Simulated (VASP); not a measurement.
All values below come from PBE GGA, VASP's PBE PAW potentials (set 64) (plane waves; VASP).

VASP ran on this input.

**INCAR**
```
ALGO=Fast
EDIFF=1E-5
EDIFFG=-0.03
ENCUT=400
GGA=PE
IBRION=2
ISIF=2
ISMEAR=0
ISPIN=2
ISYM=0
LASPH=.TRUE.
LCHARG=.FALSE.
LMAXMIX=4
LORBIT=10
LREAL=Auto
LWAVE=.TRUE.
MAGMOM=63*0.0159
NELM=100
NELMIN=4
NSW=70
NUPDOWN=1
PREC=Normal
SIGMA=0.05
SYSTEM=Cd31ITe31
```

KPOINTS:
```
Automatic mesh
0
Gamma
1 1 1
0 0 0
```

POSCAR:
```
Cd31ITe31
1
   13.2498873591     0.0000000000     0.0000000000
    0.0000000000    13.2498873591    -0.0000000000
   -0.0000000000    -0.0000000000    13.2498873591
Cd Te I
31 31 1
Direct
  0.5000000000   0.0000000000   0.0000000000
  0.7500000000   0.2500000000   0.0000000000
  0.7500000000   0.0000000000   0.2500000000
  0.0000000000   0.0000000000   0.0000000000
  0.2500000000   0.2500000000   0.0000000000
  0.5000000000   0.5000000000   0.0000000000
  0.7500000000   0.7500000000   0.0000000000
  0.2500000000   0.0000000000   0.2500000000
  0.7500000000   0.5000000000   0.2500000000
  0.5000000000   0.0000000000   0.5000000000
  0.7500000000   0.2500000000   0.5000000000
  0.7500000000   0.0000000000   0.7500000000
  0.0000000000   0.5000000000   0.0000000000
  0.2500000000   0.7500000000   0.0000000000
  0.0000000000   0.2500000000   0.2500000000
  0.2500000000   0.5000000000   0.2500000000
  0.5000000000   0.7500000000   0.2500000000
  0.0000000000   0.0000000000   0.5000000000
  0.2500000000   0.2500000000   0.5000000000
  0.5000000000   0.5000000000   0.5000000000
  0.7500000000   0.7500000000   0.5000000000
  0.2500000000   0.0000000000   0.7500000000
  0.5000000000   0.2500000000   0.7500000000
  0.7500000000   0.5000000000   0.7500000000
  0.0000000000   0.7500000000   0.2500000000
  0.0000000000   0.5000000000   0.5000000000
  0.2500000000   0.7500000000   0.5000000000
  0.0000000000   0.2500000000   0.7500000000
  0.2500000000   0.5000000000   0.7500000000
  0.5000000000   0.7500000000   0.7500000000
  0.0000000000   0.7500000000   0.7500000000
  0.6238590000   0.1256620000   0.1252760000
  0.8750000000   0.3750000000   0.1250000000
  0.8750000000   0.1250000000   0.3750000000
  0.1250000000   0.1250000000   0.1250000000
  0.3777930000   0.3780630000   0.1229080000
  0.6250000000   0.6250000000   0.1250000000
  0.8750000000   0.8750000000   0.1250000000
  0.3728460000   0.1213610000   0.3749680000
  0.8750000000   0.6250000000   0.3750000000
  0.6250000000   0.1250000000   0.6250000000
  0.8750000000   0.3750000000   0.6250000000
  0.8750000000   0.1250000000   0.8750000000
  0.1250000000   0.6250000000   0.1250000000
  0.3750000000   0.8750000000   0.1250000000
  0.1250000000   0.3750000000   0.3750000000
  0.3750000000   0.6250000000   0.3750000000
  0.6250000000   0.8750000000   0.3750000000
  0.1250000000   0.1250000000   0.6250000000
  0.3750000000   0.3750000000   0.6250000000
  0.6250000000   0.6250000000   0.6250000000
  0.8750000000   0.8750000000   0.6250000000
  0.3750000000   0.1250000000   0.8750000000
  0.6250000000   0.3750000000   0.8750000000
  0.8750000000   0.6250000000   0.8750000000
  0.1250000000   0.8750000000   0.3750000000
  0.1250000000   0.6250000000   0.6250000000
  0.3750000000   0.8750000000   0.6250000000
  0.1250000000   0.3750000000   0.8750000000
  0.3750000000   0.6250000000   0.8750000000
  0.6250000000   0.8750000000   0.8750000000
  0.1250000000   0.8750000000   0.8750000000
  0.6267420000   0.3738340000   0.3730970000
```

POTCAR, in this order: Cd Te I (PBE.64 set). Program: vasp_gam.

The run wrote:

**OSZICAR**
```
...
RMM:   2    -0.148047698129E+03   -0.25726E-01   -0.30215E-01  1360   0.939E-01    0.331E-01
RMM:   3    -0.148051422985E+03   -0.37249E-02   -0.41287E-02  1360   0.355E-01    0.306E-01
RMM:   4    -0.148051592927E+03   -0.16994E-03   -0.66445E-03  1372   0.137E-01    0.232E-01
RMM:   5    -0.148051554539E+03    0.38388E-04   -0.15254E-03  1360   0.651E-02    0.902E-02
RMM:   6    -0.148051603306E+03   -0.48767E-04   -0.37214E-04  1386   0.288E-02    0.373E-02
RMM:   7    -0.148051594968E+03    0.83383E-05   -0.67601E-05  1079   0.119E-02
   6 F= -.14805159E+03 E0= -.14803739E+03  d E =-.638552E-01  mag=     1.0000
       N       E                     dE             d eps       ncg     rms          rms(c)
DAV:   1    -0.147930911696E+03    0.12069E+00   -0.16170E+02  1360   0.198E+01    0.232E+00
RMM:   2    -0.148036934860E+03   -0.10602E+00   -0.12409E+00  1360   0.196E+00    0.676E-01
RMM:   3    -0.148051948971E+03   -0.15014E-01   -0.16604E-01  1360   0.716E-01    0.622E-01
RMM:   4    -0.148052798560E+03   -0.84959E-03   -0.26676E-02  1372   0.277E-01    0.493E-01
RMM:   5    -0.148052539501E+03    0.25906E-03   -0.62518E-03  1360   0.132E-01    0.190E-01
RMM:   6    -0.148052752076E+03   -0.21258E-03   -0.16350E-03  1405   0.606E-02    0.810E-02
RMM:   7    -0.148052721333E+03    0.30744E-04   -0.23912E-04  1331   0.222E-02    0.523E-02
RMM:   8    -0.148052707394E+03    0.13939E-04   -0.24354E-04  1342   0.227E-02    0.172E-02
RMM:   9    -0.148052708405E+03   -0.10109E-05   -0.25048E-05   901   0.858E-03
   7 F= -.14805271E+03 E0= -.14803819E+03  d E =-.649686E-01  mag=     1.0000
       N       E                     dE             d eps       ncg     rms          rms(c)
DAV:   1    -0.148032231179E+03    0.20476E-01   -0.42873E+01  1408   0.102E+01    0.121E+00
RMM:   2    -0.148059401961E+03   -0.27171E-01   -0.31854E-01  1360   0.970E-01    0.332E-01
RMM:   3    -0.148063325845E+03   -0.39239E-02   -0.43339E-02  1360   0.366E-01    0.315E-01
RMM:   4    -0.148063498694E+03   -0.17285E-03   -0.69138E-03  1372   0.141E-01    0.237E-01
RMM:   5    -0.148063471349E+03    0.27345E-04   -0.17259E-03  1360   0.686E-02    0.712E-02
RMM:   6    -0.148063520483E+03   -0.49134E-04   -0.33671E-04  1369   0.273E-02    0.363E-02
RMM:   7    -0.148063513771E+03    0.67116E-05   -0.63583E-05  1088   0.119E-02
   8 F= -.14806351E+03 E0= -.14804918E+03  d E =-.757740E-01  mag=     1.0000
       N       E                     dE             d eps       ncg     rms          rms(c)
DAV:   1    -0.148072939322E+03   -0.94188E-02   -0.23828E+01  1408   0.757E+00    0.822E-01
RMM:   2    -0.148088241831E+03   -0.15303E-01   -0.17635E-01  1360   0.693E-01    0.254E-01
RMM:   3    -0.148090608462E+03   -0.23666E-02   -0.25031E-02  1366   0.261E-01    0.256E-01
RMM:   4    -0.148090651832E+03   -0.43370E-04   -0.30964E-03  1368   0.972E-02    0.208E-01
RMM:   5    -0.148090571298E+03    0.80534E-04   -0.94964E-04  1360   0.496E-02    0.739E-02
RMM:   6    -0.148090599434E+03   -0.28136E-04   -0.21118E-04  1342   0.212E-02    0.368E-02
RMM:   7    -0.148090593526E+03    0.59077E-05   -0.35656E-05   970   0.824E-03
   9 F= -.14809059E+03 E0= -.14807606E+03  d E =-.270798E-01  mag=     1.0000
       N       E                     dE             d eps       ncg     rms          rms(c)
DAV:   1    -0.148023899627E+03    0.66700E-01   -0.12313E+02  1360   0.173E+01    0.185E+00
RMM:   2    -0.148105386046E+03   -0.81486E-01   -0.93733E-01  1360   0.163E+00    0.594E-01
RMM:   3    -0.148117785330E+03   -0.12399E-01   -0.13118E-01  1366   0.597E-01    0.588E-01
RMM:   4    -0.148118102138E+03   -0.31681E-03   -0.16286E-02  1373   0.223E-01    0.490E-01
RMM:   5    -0.148117626396E+03    0.47574E-03   -0.46988E-03  1360   0.111E-01    0.189E-01
RMM:   6    -0.148117774357E+03   -0.14796E-03   -0.11783E-03  1391   0.502E-02    0.994E-02
RMM:   7    -0.148117751792E+03    0.22565E-04   -0.19209E-04  1274   0.192E-02    0.616E-02
RMM:   8    -0.148117746041E+03    0.57506E-05   -0.22931E-04  1330   0.217E-02    0.310E-02
RMM:   9    -0.148117745290E+03    0.75102E-06   -0.22146E-05   867   0.785E-03
  10 F= -.14811775E+03 E0= -.14810249E+03  d E =-.542315E-01  mag=     1.0000
       N       E                     dE             d eps       ncg     rms          rms(c)
DAV:   1    -0.148118573322E+03   -0.82728E-03   -0.18042E+01  1424   0.662E+00    0.904E-01
RMM:   2    -0.148134071312E+03   -0.15498E-01   -0.17869E-01  1360   0.660E-01    0.250E-01
RMM:   3    -0.148136131915E+03   -0.20606E-02   -0.22610E-02  1360   0.253E-01    0.245E-01
RMM:   4    -0.148136280830E+03   -0.14892E-03   -0.37794E-03  1372   0.100E-01    0.185E-01
RMM:   5    -0.148136250971E+03    0.29859E-04   -0.74697E-04  1362   0.464E-02    0.760E-02
RMM:   6    -0.148136276293E+03   -0.25322E-04   -0.21072E-04  1303   0.222E-02    0.264E-02
RMM:   7    -0.148136271456E+03    0.48370E-05   -0.36214E-05   963   0.886E-03
  11 F= -.14813627E+03 E0= -.14812084E+03  d E =-.185262E-01  mag=     1.0000
       N       E                     dE             d eps       ncg     rms          rms(c)
DAV:   1    -0.148124201194E+03    0.12075E-01   -0.20345E+01  1424   0.703E+00    0.960E-01
RMM:   2    -0.148141791322E+03   -0.17590E-01   -0.20254E-01  1360   0.702E-01    0.264E-01
RMM:   3    -0.148144122081E+03   -0.23308E-02   -0.25573E-02  1360   0.269E-01    0.260E-01
RMM:   4    -0.148144289553E+03   -0.16747E-03   -0.42803E-03  1372   0.106E-01    0.199E-01
RMM:   5    -0.148144252363E+03    0.37190E-04   -0.85109E-04  1362   0.494E-02    0.827E-02
RMM:   6    -0.148144281417E+03   -0.29053E-04   -0.24612E-04  1324   0.240E-02    0.286E-02
RMM:   7    -0.148144275880E+03    0.55370E-05   -0.42448E-05   984   0.957E-03
  12 F= -.14814428E+03 E0= -.14812869E+03  d E =-.265306E-01  mag=     1.0000
       N       E                     dE             d eps       ncg     rms          rms(c)
DAV:   1    -0.148142038288E+03    0.22431E-02   -0.10748E+01  1408   0.520E+00    0.729E-01
RMM:   2    -0.148151412580E+03   -0.93743E-02   -0.10899E-01  1360   0.522E-01    0.165E-01
RMM:   3    -0.148152589780E+03   -0.11772E-02   -0.13572E-02  1362   0.202E-01    0.162E-01
RMM:   4    -0.148152649726E+03   -0.59946E-04   -0.20434E-03  1370   0.795E-02    0.124E-01
RMM:   5    -0.148152627261E+03    0.22465E-04   -0.55431E-04  1362   0.395E-02    0.318E-02
RMM:   6    -0.148152639982E+03   -0.12721E-04   -0.11089E-04  1114   0.161E-02    0.179E-02
RMM:   7    -0.148152638319E+03    0.16624E-05   -0.24769E-05   881   0.734E-03
  13 F= -.14815264E+03 E0= -.14813700E+03  d E =-.836244E-02  mag=     1.0000
       N       E                     dE             d eps       ncg     rms          rms(c)
DAV:   1    -0.148151555166E+03    0.10848E-02   -0.23504E+00  1440   0.243E+00    0.335E-01
RMM:   2    -0.148153607527E+03   -0.20524E-02   -0.23743E-02  1360   0.244E-01    0.762E-02
RMM:   3    -0.148153860601E+03   -0.25307E-03   -0.29287E-03  1360   0.946E-02    0.760E-02
RMM:   4    -0.148153875418E+03   -0.14817E-04   -0.47129E-04  1371   0.375E-02    0.572E-02
RMM:   5    -0.148153871060E+03    0.43583E-05   -0.12426E-04  1263   0.186E-02    0.142E-02
RMM:   6    -0.148153873628E+03   -0.25681E-05   -0.23374E-05   901   0.739E-03
  14 F= -.14815387E+03 E0= -.14813821E+03  d E =-.959775E-02  mag=     1.0000
       N       E                     dE             d eps       ncg     rms          rms(c)
DAV:   1    -0.148152984296E+03    0.88676E-03   -0.46168E+00  1408   0.341E+00    0.405E-01
RMM:   2    -0.148156378448E+03   -0.33942E-02   -0.38829E-02  1360   0.330E-01    0.970E-02
RMM:   3    -0.148156822929E+03   -0.44448E-03   -0.49343E-03  1360   0.127E-01    0.944E-02
RMM:   4    -0.148156849543E+03   -0.26613E-04   -0.76153E-04  1370   0.496E-02    0.689E-02
RMM:   5    -0.148156849358E+03    0.18458E-06   -0.19376E-04  1358   0.242E-02    0.164E-02
RMM:   6    -0.148156853776E+03   -0.44180E-05   -0.36992E-05   941   0.955E-03
  15 F= -.14815685E+03 E0= -.14814118E+03  d E =-.298015E-02  mag=     1.0000
```

File OUTCAR:
```
------------------------ aborting loop because EDIFF is reached ----------------------------------------
  FORCE on cell =-STRESS in cart. coord.  units (eV):
  Direction    XX          YY          ZZ          XY          YZ          ZX
  --------------------------------------------------------------------------------------
  Total       -5.2431685     -5.2416315     -5.2286405      0.6188991      0.6753282      0.6377413
  in kB       -3.6113355     -3.6102769     -3.6013291      0.4262790      0.4651456      0.4392569
  external PRESSURE =      -3.6076472 kB  Pullay stress =       0.0000000 kB
  volume of cell :     2326.14
      direct lattice vectors                 reciprocal lattice vectors
    13.249887359  0.000000000  0.000000000     0.075472340  0.000000000  0.000000000
     0.000000000 13.249887359  0.000000000     0.000000000  0.075472340  0.000000000
     0.000000000  0.000000000 13.249887359     0.000000000  0.000000000  0.075472340
  FREE ENERGIE OF THE ION-ELECTRON SYSTEM (eV)
  ---------------------------------------------------
  free  energy   TOTEN  =      -148.1568537759 eV

  energy  without entropy=     -148.1254987427  energy(sigma->0) =     -148.14117626

 total charge

# of ion       s       p       d       tot
------------------------------------------
    1        0.457   0.280   9.529  10.266
    2        0.458   0.280   9.529  10.267
    3        0.458   0.279   9.529  10.267
    4        0.454   0.282   9.531  10.267
    5        0.457   0.280   9.529  10.266
    6        0.458   0.280   9.529  10.267
    7        0.454   0.282   9.530  10.267
    8        0.457   0.280   9.529  10.266
    9        0.455   0.267   9.535  10.257
   10        0.458   0.280   9.529  10.267
   11        0.455   0.267   9.535  10.257
   12        0.454   0.283   9.530  10.267
   13        0.454   0.283   9.531  10.267
   14        0.454   0.282   9.531  10.267
   15        0.453   0.282   9.531  10.266
   16        0.458   0.279   9.529  10.267
   17        0.453   0.283   9.531  10.267
   18        0.454   0.283   9.531  10.267
   19        0.458   0.279   9.529  10.267
   20        0.455   0.267   9.535  10.257
   21        0.455   0.282   9.531  10.267
   22        0.454   0.282   9.531  10.267
   23        0.453   0.283   9.531  10.267
   24        0.455   0.282   9.531  10.267
   25        0.456   0.282   9.530  10.267
   26        0.455   0.283   9.531  10.268
   27        0.454   0.283   9.530  10.267
   28        0.456   0.282   9.530  10.268
   29        0.454   0.283   9.530  10.267
   30        0.456   0.282   9.530  10.267
   31        0.454   0.283   9.531  10.267
   32        1.368   1.998   0.017   3.383
   33        1.348   2.038   0.016   3.403
   34        1.348   2.038   0.016   3.403
   35        1.348   2.038   0.016   3.402
   36        1.368   1.999   0.017   3.383
   37        1.348   2.038   0.016   3.403
   38        1.349   2.037   0.017   3.403
   39        1.367   1.999   0.017   3.383
   40        1.349   2.040   0.017   3.406
   41        1.348   2.038   0.016   3.403
   42        1.349   2.040   0.017   3.406
   43        1.349   2.037   0.017   3.403
   44        1.349   2.037   0.017   3.403
   45        1.348   2.039   0.016   3.403
   46        1.348   2.038   0.016   3.403
   47        1.348   2.038   0.016   3.403
   48        1.348   2.039   0.017   3.404
   49        1.349   2.037   0.017   3.403
   50        1.348   2.038   0.016   3.403
   51        1.349   2.039   0.017   3.405
   52        1.348   2.040   0.017   3.405
   53        1.348   2.039   0.016   3.403
   54        1.348   2.039   0.017   3.404
   55        1.348   2.040   0.017   3.405
   56        1.349   2.038   0.017   3.404
   57        1.348   2.041   0.017   3.406
   58        1.349   2.037   0.017   3.403
   59        1.349   2.038   0.017   3.404
   60        1.349   2.037   0.017   3.403
   61        1.349   2.037   0.017   3.403
   62        1.348   2.041   0.017   3.406
   63        1.505   2.775   0.011   4.291
--------------------------------------------------
tot         57.482  74.537 295.974 427.993

 magnetization (x)

# of ion       s       p       d       tot
------------------------------------------
    1       -0.001  -0.000   0.002   0.001
    2       -0.001   0.001   0.003   0.003
    3       -0.001   0.001   0.003   0.003
    4       -0.001  -0.000   0.002   0.001
    5       -0.001  -0.000   0.002   0.001
    6       -0.001   0.001   0.003   0.003
    7       -0.001   0.000   0.002   0.001
    8       -0.001  -0.000   0.002   0.001
    9       -0.000  -0.000   0.001   0.001
   10       -0.001   0.001   0.003   0.003
   11       -0.000  -0.000   0.001   0.001
   12       -0.001   0.000   0.002   0.001
   13       -0.001   0.000   0.002   0.001
   14       -0.001  -0.000   0.002   0.001
   15       -0.000   0.000   0.001   0.001
   16       -0.001   0.001   0.003   0.003
   17       -0.000   0.000   0.001   0.001
   18       -0.001   0.000   0.002   0.001
...
```
(Selected blocks of OUTCAR.)

**CONTCAR**
```
Cd31ITe31
   1.00000000000000
    13.2498873591000006    0.0000000000000000    0.0000000000000000
     0.0000000000000000   13.2498873591000006    0.0000000000000000
     0.0000000000000000    0.0000000000000000   13.2498873591000006
  Cd              Te              I
    31    31     1
Direct
     0.5064796091022836    0.0050923070907797    0.0049944740573398
     0.7425651958633598    0.2410525879351698    0.0031338403760315
     0.7426336303588603    0.0032373946405756    0.2409402933442731
     0.0012073010492539    0.0012812040176807    0.0010354682429655
     0.2556508209556103    0.2562502398877778    0.0045274129160367
     0.4907244129576060    0.4932512229641555    0.0038953987638556
     0.7491725457566705    0.7498123830429432    0.0002492685483369
     0.2551293430514283    0.0041405561803293    0.2560874757005602
     0.7570710828604282    0.5064756955625943    0.2414867183836007
     0.4907937893404205    0.0036070301685576    0.4934874201253487
     0.7570431076850958    0.2417807978299406    0.5064420572513982
     0.7491083805375096    0.0004615407362604    0.7495819023551833
     0.0002388648186807    0.4988200656567614    0.0002001177946967
     0.2509898798892647    0.7508408404347755    0.0008977273588474
     0.0020693049705790    0.2498344148054198    0.2496979934103246
     0.2536607648099565    0.4930649094283794    0.2405415898598970
     0.4997446398784825    0.7521367999144968    0.2500460338440210
     0.9999286070573699    0.0003702252255774    0.4988019356391500
     0.2533553922184805    0.2405271918748292    0.4927312337087484
     0.4918192754406909    0.5063060910461858    0.5063289545288091
     0.7486957245119710    0.7529667960523863    0.4987260332467556
     0.2508550109125047    0.0009405249101933    0.7508673149536681
     0.4997609620531532    0.2504259383789722    0.7521758986155271
     0.7488820735846626    0.4987172991696627    0.7527326970978330
     0.9996225290629601    0.7502554626776613    0.2500822136282834
     0.0025852114017099    0.4989307915189430    0.4987707970519968
     0.2503755395552336    0.7497091073705181    0.4991241287172964
     0.0000545020717411    0.2500912583169267    0.7504445892625001
     0.2503629186017705    0.4991290718014138    0.7495607079687758
     0.5003811239666640    0.7500967166528113    0.7502932939500135
     0.0005076913389311    0.7503492041452803    0.7503943787238623
     0.6137407658681883    0.1348818971619378    0.1347856718438801
     0.8738408504578511    0.3713723323381757    0.1225104356426202
     0.8737409773316245    0.1227757609633716    0.3713746498595761
     0.1272197132100571    0.1250711186080038    0.1249299968598306
     0.3848339313479106    0.3638429215160149    0.1346864908440726
     0.6216534306981473    0.6239674950571757    0.1232970778621754
     0.8745051679940173    0.8750840261277327    0.1244349233428425
     0.3844233179470989    0.1340835870965957    0.3639430126166530
     0.8750895099869411    0.6251926956363821    0.3762098656627705
     0.6215569372030907    0.1235237430403580    0.6238327114526249
     0.8754164926246469    0.3761453948422281    0.6252612653322939
     0.8744034231242674    0.1245536795714313    0.8749129003891624
     0.1248727469491481    0.6246699927594310    0.1246736375116280
     0.3751249102851199    0.8766521985841461    0.1246475975404454
     0.1271532446399287    0.3745065635023187    0.3742275123298686
     0.3730242498756674    0.6236765837534493    0.3715268543008236
     0.6240952079372287    0.8773619334411602    0.3745711835492025
     0.1248457037794975    0.1246589140056636    0.6246144928717191
     0.3728886963430136    0.3714410003138817    0.6235227634514596
     0.6260583365016280    0.6250984560434786    0.6250819864497462
     0.8748908461909320    0.8749970425883616    0.6248062527822735
     0.3751099263430159    0.1247393675298305    0.8765499277843796
     0.6241775519966740    0.3747301701235627    0.8773067395069110
     0.8749768007374821    0.6247447654543206    0.8749713635222168
     0.1251735277148059    0.8750448916609549    0.3745666152604910
     0.1250270871718327    0.6248807367531815    0.6247685882436794
     0.3745525081706695    0.8747521980146732    0.6246698615687345
     0.1254811070771252    0.3744631793821327    0.8750613107670486
     0.3745633726934056    0.6244385309961420    0.8748445613261496
     0.6246179363049414    0.8753303587942626    0.8751688502917391
     0.1250630024475562    0.8750684755551810    0.8750711682493373
     0.6276494833831552    0.3772143193464995    0.3771393615577146
```

The supercell is sampled at Γ alone, which is coarse: total energies, pressure and levels can be off, energies of defects by several tenths of an eV.

The cell is a supercell with a defect, built from CdTe (zinc blende): I_Te-vac_Cd.
